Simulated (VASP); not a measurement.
Input:

```
ZnSe
1.0
    3.68433     0.00000     0.00000
   -1.84216     3.19072     0.00000
    0.00000     0.00000     3.32035
Zn Se
1 1
Direct
  0.00000   0.00000   0.00000
  0.66667   0.33333   0.50000
```

Calculation: r2SCAN meta-GGA, VASP's PBE PAW potentials (set 64) (plane waves; VASP). Numerical set-up: 400 eV cut-off, 13×13×12 Γ-centred mesh, tetrahedra with Blöchl corrections, potentials Zn Se.

Estimate the energy per atom (σ→0), band gap (over mesh and band path) with the smallest direct gap where there is one.

```json
{
  "band gap (over mesh and band path)": "none (metal, semimetal or under 0.01 eV)",
  "energy per atom (σ→0)": "-11.863 eV/atom"
}
```

Total energies compare only between runs with the same potentials, cut-off and functional.

The structure was generated: ZnSe was put into the WC type (P-6m2), which need not be its known phase. It was relaxed first, which changed the volume by +9 %.
